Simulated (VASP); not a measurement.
C:

```
CELL_PARAMETERS angstrom
2.46729 0.00000 0.00000
-1.23365 2.13674 0.00000
0.00000 0.00000 7.80307
ATOMIC_POSITIONS crystal
C 0.00000 0.00000 0.25000
C 0.00000 0.00000 0.75000
C 0.33333 0.66667 0.25000
C 0.66667 0.33333 0.75000
```

```yaml
Program: VASP 6.6.1
Task: relaxation of cell and atoms
Functional: PBE
Dispersion: D3(BJ)
Potentials_or_basis: VASP PAW PBE potentials, release 64 (C)
Cutoff: 520 eV
k_mesh: 6 × 6 × 2
Occupations: gaussian, width 0.02 eV
Spin: no spin polarisation
```

At the start: pressure -0.5 GPa; volume 10.28 Å³/atom.

Q: How do energy, volume and symmetry change on relaxing?

A: Over 25 steps the energy falls by 16.5 meV/atom and the volume is 8.72 Å³/atom (-15.2 %); space group P6_3/mmc (No. 194, to 0.05 Å).

Step by step:
| step | energy change (eV) | largest force (eV/Å) | pressure (GPa) | volume (Å³) |
| --- | --- | --- | --- | --- |
| 1 | 0.0000 | 0.0000 | -0.52 | 41.14 |
| 2 | -0.0037 | 0.0000 | -1.25 | 40.94 |
| 3 | -0.0116 | 0.0000 | -3.45 | 40.33 |
| 4 | -0.0124 | 0.0000 | -7.89 | 39.09 |
| 5 | -0.0146 | 0.0000 | -5.55 | 39.75 |
| 6 | -0.0150 | 0.0000 | -5.54 | 39.72 |
| 7 | -0.0162 | 0.0000 | -5.54 | 39.63 |
| 8 | -0.0186 | 0.0000 | -5.53 | 39.46 |
| 9 | -0.0234 | 0.0000 | -5.49 | 39.11 |
| 10 | -0.0325 | 0.0000 | -5.41 | 38.41 |
| 11 | -0.0481 | 0.0000 | -5.17 | 37.02 |
| 12 | -0.0540 | 0.0000 | -4.14 | 34.24 |
| 13 | -0.0574 | 0.0000 | -4.72 | 35.47 |
| 14 | -0.0637 | 0.0000 | -2.44 | 35.36 |
| 15 | -0.0656 | 0.0000 | -0.35 | 35.27 |
| 16 | -0.0656 | 0.0000 | -0.25 | 35.26 |
| 17 | -0.0656 | 0.0000 | -0.16 | 35.26 |
| 18 | -0.0656 | 0.0000 | -0.15 | 35.25 |
| 19 | -0.0657 | 0.0000 | -0.13 | 35.23 |
| 20 | -0.0658 | 0.0000 | -0.10 | 35.18 |
| 21 | -0.0659 | 0.0000 | -0.05 | 35.09 |
| 22 | -0.0660 | 0.0000 | 0.08 | 34.91 |
| 23 | -0.0660 | 0.0000 | 0.10 | 34.89 |
| 24 | -0.0659 | 0.0000 | -0.54 | 34.91 |
| 25 | -0.0661 | 0.0000 | 0.00 | 34.89 |

Final structure:
```
C
1.0
     2.46691    0.00000    0.00000
    -1.23345    2.13640    0.00000
     0.00000    0.00000    6.62070
C
4
Direct
  0.00000 0.00000 0.25000
  0.00000 0.00000 0.75000
  0.33333 0.66667 0.25000
  0.66667 0.33333 0.75000
```

Caveat: the k mesh is coarse (spacing up to 0.49 Å⁻¹), so the values aren't converged; the volume moved by over 15 % at a fixed basis, so the end points are rough.
